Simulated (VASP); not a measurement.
# CuAu: accuracy against cost in the k-mesh and precision settings, part 2 of 3

How sensitive are energy and pressure of CuAu to the k-mesh and precision settings? The series runs use PBEsol. The start is a cell from a database of measured crystal structures.

VASP 6.6.1; PBEsol; plane waves and PAW (Cu, Au).

So far. Step 8 (K-mesh: 12 12 9): Against the run before the energy moves by +9.68 meV an atom and the pressure by +0.26 GPa, after 13 cycles in 16 s.

The database entry behind the starting cell is an old determination (1936), so it need not match the best structure at ambient conditions.

## 9. K-mesh: 14 14 11

INCAR

```
SYSTEM = CuAu
PREC = Accurate
ENCUT = 400
EDIFF = 1E-06
NELM = 100
ISMEAR = -1
SIGMA = 0.05
LREAL = .FALSE.
ALGO = Normal
GGA = PS
NBANDS = 17
LASPH = .TRUE.
LORBIT = 11
LWAVE = .FALSE.
LCHARG = .FALSE.
KPAR = 2
ISIF = 2
```

POSCAR

```
CuAu
1.0
    2.8107494552      0.0000000000      0.0000000000
    0.0000000000      2.8107494552      0.0000000000
    0.0000000000      0.0000000000      3.6850000000
Cu Au
1 1
Direct
    0.5000000000      0.5000000000      0.5000000000
    0.0000000000      0.0000000000      0.0000000000
```

KPOINTS

```
Automatic mesh
0
Gamma
14 14 11
0 0 0
```

PAW data sets: Cu and Au (PBE family, release 64).

Run with:

```bash
$ mpirun -np 2 vasp_std
```

Output:

```text
[... set-up lines as in an earlier step ...]
 entering main loop
       N       E                     dE             d eps       ncg     rms          rms(c)
DAV:   1     0.105153635835E+03    0.10515E+03   -0.94393E+03  8025   0.149E+03
DAV:   2    -0.610967157052E+01   -0.11126E+03   -0.10474E+03  7456   0.265E+02
DAV:   3    -0.952202989979E+01   -0.34124E+01   -0.33486E+01  9214   0.572E+01
DAV:   4    -0.956316193592E+01   -0.41132E-01   -0.41111E-01  9205   0.515E+00
[...]
DAV:  11    -0.835107906913E+01    0.57937E-05   -0.98660E-05 10729   0.153E-01    0.462E-02
DAV:  12    -0.835107189851E+01    0.71706E-05   -0.20345E-05  9673   0.158E-01    0.419E-03
DAV:  13    -0.835107172394E+01    0.17456E-06   -0.56778E-07  4563   0.175E-02
   1 F= -.83510717E+01 E0= -.83484537E+01  d E =-.523606E-02
```

It took 23 s on 2 MPI ranks of AMD EPYC 7R43, shared host; peak memory 0.31 GiB; 44 s of CPU time.

OUTCAR, selected parts (step 9):

```text
  Total       -0.6559819     -0.6559819     -0.8584376      0.0000000      0.0000000     -0.0000000
  in kB      -36.1011199    -36.1011199    -47.2430065      0.0000000      0.0000000     -0.0000000
  external PRESSURE =     -39.8150821 kB  Pullay stress =       0.0000000 kB

  FREE ENERGIE OF THE ION-ELECTRON SYSTEM (eV)
  ---------------------------------------------------
  free  energy   TOTEN  =        -8.3510717239 eV

  energy  without entropy=       -8.3458356666  energy(sigma->0) =       -8.34845370

[... 2 parts as in an earlier step ...]

[... 2 further parts left out ...]
[key lines of the parts left out:]
E-fermi :   8.5212
```

Against the run before the energy moves by -2.27 meV an atom and the pressure by +0.05 GPa, after 13 cycles in 23 s.

## 10. The k-mesh series as a table

This step: convergence of PBEsol results with the mesh; plane waves and PAW (VASP 6.6.1).

This step runs nothing: it gathers the runs above.

Differences are taken from the run with 14 14 11. Results of the series, by row:

```
 setting     status  energy less the reference (meV/atom)  pressure (GPa)  SCF cycles  wall time (s)
   2 2 2  converged                                  1019           4.259          14            2.6
   3 3 3  converged                                -132.7          -3.925          13            2.6
   4 4 3  converged                                 101.7          -3.231          13            3.2
   5 5 4  converged                                 -49.3           -4.58          13            3.8
   7 7 5  converged                                -15.87          -4.298          13              5
   9 9 7  converged                                -7.419          -4.288          13            7.8
 12 12 9  converged                                 2.266          -4.027          13           16.4
14 14 11  converged                                     0          -3.982          13             23
```

## 11. Precision settings: PREC = Low

This step: PBEsol; plane waves and PAW (Cu, Au) (VASP 6.6.1).

PREC sets the FFT grids, and LREAL, ADDGRID and LASPH trade speed for accuracy.

INCAR, as its differences from that of step 9:

```diff
@@ -1,3 +1,3 @@
 SYSTEM = CuAu
-PREC = Accurate
+PREC = Low
 ENCUT = 400
```

POSCAR is that of step 9.

KPOINTS

```
Automatic mesh
0
Gamma
9 9 7
0 0 0
```

Run with:

```bash
$ mpirun -np 2 vasp_std
```

Output:

```text
[... set-up lines as in an earlier step ...]
 entering main loop
       N       E                     dE             d eps       ncg     rms          rms(c)
DAV:   1     0.107054402030E+03    0.10705E+03   -0.94263E+03  2200   0.150E+03
DAV:   2    -0.622401269023E+01   -0.11328E+03   -0.10719E+03  2066   0.266E+02
DAV:   3    -0.953620195268E+01   -0.33122E+01   -0.32807E+01  2592   0.576E+01
DAV:   4    -0.957693051786E+01   -0.40729E-01   -0.40710E-01  2503   0.518E+00
DAV:   5    -0.957816222719E+01   -0.12317E-02   -0.12317E-02  2909   0.953E-01    0.123E+01
DAV:   6    -0.896429702110E+01    0.61387E+00   -0.98583E+00  2139   0.857E+01    0.585E+00
DAV:   7    -0.843223673926E+01    0.53206E+00   -0.34206E+00  2562   0.885E+01    0.568E+00
DAV:   8    -0.837836636515E+01    0.53870E-01   -0.24600E-01  2953   0.113E+01    0.272E+00
DAV:   9    -0.837031397462E+01    0.80524E-02   -0.17427E-02  3085   0.279E+00    0.124E-01
DAV:  10    -0.837002117919E+01    0.29280E-03   -0.22022E-03  2619   0.605E-01    0.664E-02
DAV:  11    -0.837001723279E+01    0.39464E-05   -0.68478E-05  2819   0.100E-01    0.394E-02
DAV:  12    -0.837001240348E+01    0.48293E-05   -0.10479E-05  2633   0.110E-01    0.396E-03
DAV:  13    -0.837001227474E+01    0.12874E-06   -0.37520E-07  1257   0.628E-03
   1 F= -.83700123E+01 E0= -.83681073E+01  d E =-.380990E-02
```

It took 5 s on 2 MPI ranks; peak memory 0.17 GiB; 8.9 s of CPU time.

Parts of OUTCAR (step 11):

```text
   NELECT =      22.0000    total number of electrons

 E-fermi :   8.4980

 k-point     1 :       0.0000    0.0000    0.0000
  band No.  band energies     occupation
    ...
      7       5.7214      2.00000
      8       6.4183      2.00000
      9       6.8645      2.00000
     10       7.0854      2.00000
     11       7.0854      2.00000
     12      10.5922      0.00000
     13      16.5424      0.00000
     14      18.5179      0.00000
     15      18.5179      0.00000
     16      25.2439      0.00000
    ...

  Total       -0.7364659     -0.7364659     -0.8464592      0.0000000     -0.0000000     -0.0000000
  in kB      -40.5304535    -40.5304535    -46.5837943      0.0000000     -0.0000000     -0.0000000
  external PRESSURE =     -42.5482338 kB  Pullay stress =       0.0000000 kB

 POSITION                                       TOTAL-FORCE (eV/Angst)
 -----------------------------------------------------------------------------------
      1.40537      1.40537      1.84250         0.000000      0.000000      0.000000
      0.00000      0.00000      0.00000         0.000000      0.000000      0.000000
 -----------------------------------------------------------------------------------
    total drift:                                0.000000      0.000000      0.000000

  FREE ENERGIE OF THE ION-ELECTRON SYSTEM (eV)
  ---------------------------------------------------
  free  energy   TOTEN  =        -8.3700122747 eV

  energy  without entropy=       -8.3662023752  energy(sigma->0) =       -8.36810732

[... 6 parts as in an earlier step ...]

[... 11 further parts left out ...]
```

The k-mesh is coarse for a metal.

This step gave:

```
irreducible k-points    : 60
free energy (TOTEN)     : -8.370 eV
energy at zero smearing : -8.368 eV
Fermi energy            : 8.498 eV
pressure                : -4.255 GPa
```

The series starts at -4.1841 eV an atom and -4.25 GPa, after 13 cycles in 5 s.

## 12. Precision settings: PREC = Medium

INCAR, as its differences from that of step 11:

```diff
@@ -1,3 +1,3 @@
 SYSTEM = CuAu
-PREC = Low
+PREC = Medium
 ENCUT = 400
```

POSCAR is that of step 11.

KPOINTS is that of step 11.

Run with:

```bash
$ mpirun -np 2 vasp_std
```

Output:

```text
[... set-up lines as in an earlier step ...]
 entering main loop
       N       E                     dE             d eps       ncg     rms          rms(c)
DAV:   1     0.107057165158E+03    0.10706E+03   -0.94262E+03  2200   0.150E+03
DAV:   2    -0.622017189219E+01   -0.11328E+03   -0.10719E+03  2066   0.266E+02
DAV:   3    -0.953240632913E+01   -0.33122E+01   -0.32807E+01  2592   0.577E+01
DAV:   4    -0.957313514873E+01   -0.40729E-01   -0.40710E-01  2503   0.518E+00
[...]
DAV:  11    -0.836525279468E+01    0.39125E-05   -0.68998E-05  2818   0.101E-01    0.396E-02
DAV:  12    -0.836524794013E+01    0.48545E-05   -0.10541E-05  2641   0.110E-01    0.396E-03
DAV:  13    -0.836524781148E+01    0.12865E-06   -0.37740E-07  1248   0.628E-03
   1 F= -.83652478E+01 E0= -.83633425E+01  d E =-.381069E-02
```

Run time: 5 s. Hardware: 2 MPI ranks; peak memory 0.18 GiB.

From OUTCAR (step 12):

```text
  Total       -0.7730435     -0.7730435     -0.7976510      0.0000000     -0.0000000      0.0000000
  in kB      -42.5434549    -42.5434549    -43.8976981      0.0000000     -0.0000000      0.0000000
  external PRESSURE =     -42.9948693 kB  Pullay stress =       0.0000000 kB

 POSITION                                       TOTAL-FORCE (eV/Angst)
 -----------------------------------------------------------------------------------
      1.40537      1.40537      1.84250         0.000000      0.000000      0.000000
      0.00000      0.00000      0.00000         0.000000      0.000000      0.000000
 -----------------------------------------------------------------------------------
    total drift:                                0.000000      0.000000     -0.000000

  FREE ENERGIE OF THE ION-ELECTRON SYSTEM (eV)
  ---------------------------------------------------
  free  energy   TOTEN  =        -8.3652478115 eV

  energy  without entropy=       -8.3614371229  energy(sigma->0) =       -8.36334247

[... 2 parts as in an earlier step ...]

[... 1 further part left out ...]
[key lines of the parts left out:]
E-fermi :   8.4974
```

Against the first of the series the energy moves by +2.38 meV an atom and the pressure by -0.04 GPa, after 13 cycles in 5 s.

## 13. Precision settings: PREC = Normal

INCAR, as its differences from that of step 12:

```diff
@@ -1,3 +1,3 @@
 SYSTEM = CuAu
-PREC = Medium
+PREC = Normal
 ENCUT = 400
```

POSCAR is that of step 12.

KPOINTS is that of step 12.

Run with:

```bash
$ mpirun -np 2 vasp_std
```

Output:

```text
[... set-up lines as in an earlier step ...]
 entering main loop
       N       E                     dE             d eps       ncg     rms          rms(c)
DAV:   1     0.107056746938E+03    0.10706E+03   -0.94262E+03  2200   0.150E+03
DAV:   2    -0.622047967533E+01   -0.11328E+03   -0.10719E+03  2066   0.266E+02
DAV:   3    -0.953269592775E+01   -0.33122E+01   -0.32807E+01  2592   0.576E+01
DAV:   4    -0.957342443508E+01   -0.40729E-01   -0.40710E-01  2503   0.518E+00
[...]
DAV:  11    -0.836552835707E+01    0.39437E-05   -0.68979E-05  2820   0.101E-01    0.395E-02
DAV:  12    -0.836552350828E+01    0.48488E-05   -0.10523E-05  2641   0.110E-01    0.396E-03
DAV:  13    -0.836552337814E+01    0.13014E-06   -0.37716E-07  1250   0.628E-03
   1 F= -.83655234E+01 E0= -.83636180E+01  d E =-.381078E-02
```

Elapsed: 5.2 s, on 2 MPI ranks; peak memory 0.19 GiB; 9.5 s of CPU time.

From OUTCAR (step 13):

```text
  Total       -0.7623230     -0.7623230     -0.8125817      0.0000000     -0.0000000      0.0000000
  in kB      -41.9534682    -41.9534682    -44.7193907      0.0000000     -0.0000000      0.0000000
  external PRESSURE =     -42.8754423 kB  Pullay stress =       0.0000000 kB

  FREE ENERGIE OF THE ION-ELECTRON SYSTEM (eV)
  ---------------------------------------------------
  free  energy   TOTEN  =        -8.3655233781 eV

  energy  without entropy=       -8.3617126005  energy(sigma->0) =       -8.36361799

[... 3 parts as in an earlier step ...]

[... 1 further part left out ...]
[key lines of the parts left out:]
E-fermi :   8.4973
```

Against the first of the series the energy moves by +2.24 meV an atom and the pressure by -0.03 GPa, after 13 cycles in 5.2 s.

## 14. Precision settings: PREC = Single

INCAR, as its differences from that of step 13:

```diff
@@ -1,3 +1,3 @@
 SYSTEM = CuAu
-PREC = Normal
+PREC = Single
 ENCUT = 400
```

POSCAR is that of step 13.

KPOINTS is that of step 13.

Run with:

```bash
$ mpirun -np 2 vasp_std
```

Output:

```text
[... set-up lines as in an earlier step ...]
 entering main loop
       N       E                     dE             d eps       ncg     rms          rms(c)
DAV:   1     0.107058437431E+03    0.10706E+03   -0.94264E+03  2200   0.150E+03
DAV:   2    -0.621953549381E+01   -0.11328E+03   -0.10719E+03  2066   0.266E+02
DAV:   3    -0.953150152868E+01   -0.33120E+01   -0.32805E+01  2584   0.576E+01
DAV:   4    -0.957248490604E+01   -0.40983E-01   -0.40965E-01  2511   0.520E+00
[...]
DAV:  11    -0.836499178916E+01    0.39809E-05   -0.68857E-05  2826   0.101E-01    0.395E-02
DAV:  12    -0.836498693306E+01    0.48561E-05   -0.10562E-05  2633   0.110E-01    0.394E-03
DAV:  13    -0.836498680528E+01    0.12778E-06   -0.37676E-07  1256   0.627E-03
   1 F= -.83649868E+01 E0= -.83630813E+01  d E =-.381105E-02
```

Wall time 7 s (2 MPI ranks); peak memory 0.17 GiB; 13 s of CPU time.

From OUTCAR (step 14):

```text
  Total       -0.7723598     -0.7723598     -0.8173193      0.0000000      0.0000000      0.0000000
  in kB      -42.5058276    -42.5058276    -44.9801171      0.0000000      0.0000000      0.0000000
  external PRESSURE =     -43.3305908 kB  Pullay stress =       0.0000000 kB

  FREE ENERGIE OF THE ION-ELECTRON SYSTEM (eV)
  ---------------------------------------------------
  free  energy   TOTEN  =        -8.3649868053 eV

  energy  without entropy=       -8.3611757518  energy(sigma->0) =       -8.36308128

[... 3 parts as in an earlier step ...]

[... 1 further part left out ...]
[key lines of the parts left out:]
E-fermi :   8.4978
```

Against the first of the series the energy moves by +2.51 meV an atom and the pressure by -0.08 GPa, after 13 cycles in 7 s.

## 15. Precision settings: PREC = Accurate

INCAR, as its differences from that of step 14:

```diff
@@ -1,3 +1,3 @@
 SYSTEM = CuAu
-PREC = Single
+PREC = Accurate
 ENCUT = 400
```

POSCAR is that of step 14.

KPOINTS is that of step 14.

Run with:

```bash
$ mpirun -np 2 vasp_std
```

Output:

```text
[... set-up lines as in an earlier step ...]
 entering main loop
       N       E                     dE             d eps       ncg     rms          rms(c)
[... 13 cycles as in an earlier step ...]
   1 F= -.83651966E+01 E0= -.83632912E+01  d E =-.381076E-02
```

The job ended after 7.6 s (2 MPI ranks; peak memory 0.22 GiB).

From OUTCAR (step 15):

```text
[... 6 parts as in an earlier step ...]

[... 1 further part left out ...]
[key lines of the parts left out:]
E-fermi :   8.4973
```

Against the first of the series the energy moves by +2.41 meV an atom and the pressure by -0.03 GPa, after 13 cycles in 7.6 s.

## 16. Precision settings: LREAL = Auto

INCAR, as its differences from that of step 15:

```diff
@@ -7,3 +7,3 @@
 SIGMA = 0.05
-LREAL = .FALSE.
+LREAL = Auto
 ALGO = Normal
```

POSCAR is that of step 15.

KPOINTS is that of step 15.

Run with:

```bash
$ mpirun -np 2 vasp_std
```

Output:

```text
[banner, memory and clock lines left out]
running    2 mpi-ranks, on    1 nodes
[...]
|                                                                             |
|               ----> ADVICE to this user running VASP <----                  |
|                                                                             |
|     You have a (more or less) 'small supercell' and for smaller cells       |
|     it is recommended to use the reciprocal-space projection scheme!        |
|     The real-space optimization is not efficient for small cells and it     |
|     is also less accurate ...                                               |
|     Therefore, set LREAL=.FALSE. in the INCAR file.                         |
|                                                                             |

 [... a notice as in an earlier step ...]

 LDA part: xc-table for (Slater+PW92), standard interpolation
 POSCAR, INCAR and KPOINTS ok, starting setup
[...]
entering main loop
       N       E                     dE             d eps       ncg     rms          rms(c)
DAV:   1     0.107056022617E+03    0.10706E+03   -0.94264E+03  2200   0.150E+03
DAV:   2    -0.622132157201E+01   -0.11328E+03   -0.10719E+03  2066   0.266E+02
DAV:   3    -0.953320384354E+01   -0.33119E+01   -0.32804E+01  2584   0.576E+01
DAV:   4    -0.957418485039E+01   -0.40981E-01   -0.40963E-01  2511   0.520E+00
[...]
DAV:  11    -0.836622711359E+01    0.39623E-05   -0.69003E-05  2820   0.101E-01    0.396E-02
DAV:  12    -0.836622226512E+01    0.48485E-05   -0.10524E-05  2641   0.110E-01    0.395E-03
DAV:  13    -0.836622213531E+01    0.12982E-06   -0.37736E-07  1250   0.628E-03
   1 F= -.83662221E+01 E0= -.83643168E+01  d E =-.381063E-02
```

The job ended after 12 s (2 MPI ranks; peak memory 0.2 GiB; 24 s of CPU time).

OUTCAR, selected parts (step 16):

```text
  Total       -0.7759524     -0.7759524     -0.8192801      0.0000000      0.0000000     -0.0000000
  in kB      -42.7035421    -42.7035421    -45.0880264      0.0000000      0.0000000     -0.0000000
  external PRESSURE =     -43.4983702 kB  Pullay stress =       0.0000000 kB

  FREE ENERGIE OF THE ION-ELECTRON SYSTEM (eV)
  ---------------------------------------------------
  free  energy   TOTEN  =        -8.3662221353 eV

  energy  without entropy=       -8.3624115025  energy(sigma->0) =       -8.36431682

[... 3 parts as in an earlier step ...]

[... 1 further part left out ...]
[key lines of the parts left out:]
E-fermi :   8.4972
```

Against PREC = Accurate, on which this run builds, the energy moves by -0.51 meV an atom and the pressure by -0.06 GPa, after 13 cycles in 12 s.

(Continued in part 3 of 3.)

[Lines on the potential files, build, host, timing and source positions are cut from VASP's logs without a mark.]

[Logs are printed without paths, hosts, clocks, repeated set-up lines and the standing remarks that a program may print on its own settings, such as how far it seeks lower states.]

[Hosts, paths, dates, database ids (printed as entryN), source tags and the programs' standing remarks are cut or masked in the printed files.]

[A measured line is paired with the nearest computed mode of its activity, which favours agreement.]
